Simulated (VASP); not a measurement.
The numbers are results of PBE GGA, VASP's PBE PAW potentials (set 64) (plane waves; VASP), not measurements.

Input for VASP

**INCAR**
```
# general
SYSTEM  = Tc
PREC    = Accurate
ENCUT   = 300
LREAL   = .FALSE.   # projection in real space or not
LASPH   = .TRUE.   # aspherical one-centre terms
NBANDS  = 29

# electronic loop
EDIFF   = 1E-6   # SCF stop (eV)
NELM    = 100   # most electronic steps
ALGO    = Normal   # blocked Davidson
LMAXMIX = 4   # l cut-off of mixed one-centre charges

# smearing
ISMEAR  = -1   # Fermi-Dirac
SIGMA   = 0.136

# functional
GGA     = PE

# ions
ISIF    = 2   # forces and stress, cell fixed

# output
LWAVE   = .FALSE.
LCHARG  = .FALSE.
```

**KPOINTS**
```
Automatic mesh
0
Gamma
11 11 6
0 0 0
```

POSCAR:
```
Tc
1
    2.7431480000     0.0000000000     0.0000000000
   -1.3715740000     2.3756360000     0.0000000000
    0.0000000000     0.0000000000     4.4054480000
Tc
2
Direct
  0.3333330000   0.6666670000   0.2500000000
  0.6666670000   0.3333330000   0.7500000000
```

POTCAR, in this order: Tc_pv (PBE.64 set). Program: vasp_std.

The resulting files:

File OSZICAR:
```
       N       E                     dE             d eps       ncg     rms          rms(c)
DAV:   1     0.234130390751E+03    0.23413E+03   -0.11284E+04  3909   0.617E+02
DAV:   2    -0.161010617152E+02   -0.25023E+03   -0.24147E+03  3995   0.250E+02
DAV:   3    -0.221824893687E+02   -0.60814E+01   -0.60552E+01  4303   0.457E+01
DAV:   4    -0.222077779650E+02   -0.25289E-01   -0.25286E-01  4197   0.309E+00
DAV:   5    -0.222079585432E+02   -0.18058E-03   -0.18058E-03  4296   0.248E-01    0.232E+01
DAV:   6    -0.209358636107E+02    0.12721E+01   -0.12238E+00  4022   0.102E+01    0.730E+00
DAV:   7    -0.207850600646E+02    0.15080E+00   -0.20794E-01  4292   0.401E+00    0.897E-01
DAV:   8    -0.207753430514E+02    0.97170E-02   -0.12000E-02  4012   0.647E-01    0.388E-02
DAV:   9    -0.207754163840E+02   -0.73333E-04   -0.98754E-05  4465   0.526E-02    0.150E-02
DAV:  10    -0.207754161335E+02    0.25044E-06   -0.38869E-06  4117   0.142E-02
   1 F= -.20775416E+02 E0= -.20711233E+02  d E =-.128367E+00
```

File OUTCAR:
```
------------------------ aborting loop because EDIFF is reached ----------------------------------------
  FORCE on cell =-STRESS in cart. coord.  units (eV):
  Direction    XX          YY          ZZ          XY          YZ          ZX
  --------------------------------------------------------------------------------------
  Total        0.1166615      0.1166615     -0.2040199      0.0000000      0.0000000      0.0000000
  in kB        6.5105695      6.5105703    -11.3858068      0.0000000      0.0000000      0.0000000
  external PRESSURE =       0.5451110 kB  Pullay stress =       0.0000000 kB
  volume of cell :       28.71
      direct lattice vectors                 reciprocal lattice vectors
     2.743148000  0.000000000  0.000000000     0.364544676  0.210469954  0.000000000
    -1.371574000  2.375636000  0.000000000     0.000000000  0.420939908  0.000000000
     0.000000000  0.000000000  4.405448000     0.000000000  0.000000000  0.226991670
 POSITION                                       TOTAL-FORCE (eV/Angst)
 -----------------------------------------------------------------------------------
     -0.00000      1.58376      1.10136        -0.000000      0.000000      0.000000
      1.37158      0.79188      3.30409         0.000000      0.000000      0.000000
 -----------------------------------------------------------------------------------
    total drift:                               -0.000536      0.000309     -0.000042
  FREE ENERGIE OF THE ION-ELECTRON SYSTEM (eV)
  ---------------------------------------------------
  free  energy   TOTEN  =       -20.7754161335 eV

  energy  without entropy=      -20.6470490187  energy(sigma->0) =      -20.71123258
```
(Selected blocks of OUTCAR.)

At this cut-off the stress carries a Pulay error, which pulls relaxed volumes low.

The structure comes from a computed database's Tc entry; how it stands against other phases isn't given here. The cell was not relaxed at this level. The run is one of a series of settings (NBANDS = 29 against the base run), some of them coarse on purpose.
